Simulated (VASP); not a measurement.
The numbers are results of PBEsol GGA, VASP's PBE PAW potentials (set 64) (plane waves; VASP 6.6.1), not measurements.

The input files of a VASP run:

### KPOINTS
```
Automatic mesh
0
Gamma
12 12 7
0 0 0
```

POSCAR:
```
MnO
5.3432790
  0.6346581509   0.0000000036   0.0000000000
 -0.3173289758   0.5496299930   0.0000000000
  0.0000000000   0.0000000000   0.9999999065
Mn O
2 2
Cart
  0.3173294260   0.1832098168   0.0059194614
 -0.0000002509   0.3664201798   0.5059194147
  0.3173294260   0.1832098168   0.6192804801
 -0.0000002509   0.3664201798   0.1192805269
```

INCAR:
```
# general
SYSTEM  = MnO
PREC    = Accurate
ENCUT   = 520
LREAL   = .FALSE.
LASPH   = .TRUE.

# electronic loop
EDIFF   = 1E-7
NELM    = 100
ALGO    = Normal
LMAXMIX = 4

# smearing
ISMEAR  = -5

# functional
GGA     = PS

# spin
ISPIN   = 2
MAGMOM  = 2*4.4 2*0.2

# ions
ISIF    = 2

# output
LWAVE   = .FALSE.
LCHARG  = .TRUE.
LORBIT  = 11
NEDOS   = 601

# other
LEFG    = .TRUE.
```

POTCAR, in this order: Mn_pv O (PBE.64 set). Program: vasp_std.

What VASP printed:

### OSZICAR
```
       N       E                     dE             d eps       ncg     rms          rms(c)
DAV:   1     0.448446798979E+03    0.44845E+03   -0.21789E+04  8544   0.160E+03
DAV:   2     0.155370676786E+01   -0.44689E+03   -0.42196E+03  8744   0.464E+02
DAV:   3    -0.386523605687E+02   -0.40206E+02   -0.39158E+02  9372   0.146E+02
DAV:   4    -0.395140626500E+02   -0.86170E+00   -0.85727E+00  9164   0.226E+01
DAV:   5    -0.395231203214E+02   -0.90577E-02   -0.90575E-02  9176   0.257E+00    0.213E+01
DAV:   6    -0.349138733176E+02    0.46092E+01   -0.33507E+01 10332   0.538E+01    0.196E+01
DAV:   7    -0.343435478202E+02    0.57033E+00   -0.41702E+00  8980   0.260E+01    0.124E+01
DAV:   8    -0.343537000661E+02   -0.10152E-01   -0.56807E-01  9032   0.467E+00    0.726E+00
DAV:   9    -0.343134117858E+02    0.40288E-01   -0.88194E-02  9144   0.300E+00    0.170E+00
DAV:  10    -0.343189187642E+02   -0.55070E-02   -0.20415E-02  8760   0.146E+00    0.471E-01
DAV:  11    -0.343204806896E+02   -0.15619E-02   -0.19281E-03  8888   0.449E-01    0.136E-01
DAV:  12    -0.343205974863E+02   -0.11680E-03   -0.15703E-04  9212   0.991E-02    0.654E-02
DAV:  13    -0.343206246529E+02   -0.27167E-04   -0.32016E-05  9216   0.482E-02    0.464E-02
DAV:  14    -0.343206448381E+02   -0.20185E-04   -0.30540E-05  8772   0.377E-02    0.146E-02
DAV:  15    -0.343206433875E+02    0.14505E-05   -0.31848E-06  9280   0.148E-02    0.566E-03
DAV:  16    -0.343206424388E+02    0.94876E-06   -0.10244E-06  8988   0.774E-03    0.249E-03
DAV:  17    -0.343206421733E+02    0.26551E-06   -0.90014E-08  5996   0.252E-03    0.196E-03
DAV:  18    -0.343206424362E+02   -0.26292E-06   -0.22372E-07  6432   0.308E-03    0.546E-04
DAV:  19    -0.343206424361E+02    0.90040E-10   -0.76119E-09  4268   0.656E-04
   1 F= -.34320642E+02 E0= -.34320642E+02  d E =0.000000E+00  mag=     9.9985
```

File OUTCAR:
```
------------------------ aborting loop because EDIFF is reached ----------------------------------------
  FORCE on cell =-STRESS in cart. coord.  units (eV):
  Direction    XX          YY          ZZ          XY          YZ          ZX
  --------------------------------------------------------------------------------------
  Total        0.0333228      0.0333228     -0.0420359      0.0000000      0.0000000      0.0000000
  in kB        1.0032705      1.0032702     -1.2656009      0.0000002      0.0000000      0.0000000
  external PRESSURE =       0.2469799 kB  Pullay stress =       0.0000000 kB
  volume of cell :       53.21
      direct lattice vectors                 reciprocal lattice vectors
     3.391155570  0.000000019  0.000000000     0.294884731  0.170251753  0.000000000
    -1.695577252  2.936826400  0.000000000    -0.000000002  0.340503612  0.000000000
     0.000000000  0.000000000  5.343278501     0.000000000  0.000000000  0.187151016
 POSITION                                       TOTAL-FORCE (eV/Angst)
 -----------------------------------------------------------------------------------
      1.69558      0.97894      0.03163        -0.000000     -0.000000      0.008052
     -0.00000      1.95789      2.70327         0.000000      0.000000      0.008052
      1.69558      0.97894      3.30899         0.000000     -0.000000     -0.008052
     -0.00000      1.95789      0.63735        -0.000000      0.000000     -0.008052
 -----------------------------------------------------------------------------------
    total drift:                                0.000684     -0.000395     -0.000809
  FREE ENERGIE OF THE ION-ELECTRON SYSTEM (eV)
  ---------------------------------------------------
  free  energy   TOTEN  =       -34.3206424361 eV

  energy  without entropy=      -34.3206424361  energy(sigma->0) =      -34.32064244

 total charge

# of ion       s       p       d       tot
------------------------------------------
    1        0.241   6.229   4.949  11.419
    2        0.241   6.229   4.949  11.419
    3        1.550   3.437   0.000   4.988
    4        1.550   3.437   0.000   4.988
--------------------------------------------------
tot          3.582  19.334   9.898  32.815

 magnetization (x)

# of ion       s       p       d       tot
------------------------------------------
    1        0.037   0.062   4.312   4.411
    2        0.037   0.062   4.312   4.411
    3        0.020   0.179   0.000   0.198
    4        0.020   0.179   0.000   0.198
--------------------------------------------------
tot          0.113   0.481   8.625   9.219

 Electric field gradients after diagonalization (V/A^2)
 (convention: |V_zz| > |V_xx| > |V_yy|)
----------------------------------------------------------------------
 ion       V_xx      V_yy      V_zz     asymmetry (V_yy - V_xx)/ V_zz
----------------------------------------------------------------------
   1      -4.315    -4.308     8.623       0.001
   2      -4.315    -4.308     8.623       0.001
   3       1.008     1.005    -2.013       0.002
   4       1.008     1.005    -2.013       0.002
```
(Selected blocks of OUTCAR.)

The moments were started parallel, and other spin orders were not tried in this run. For a metal the tetrahedron method with Blöchl corrections gives inexact stress and forces.

The structure was generated: MnO was put into the wurtzite type (P6_3mc), which need not be its known phase. It was relaxed first, which changed the volume by +6 %.
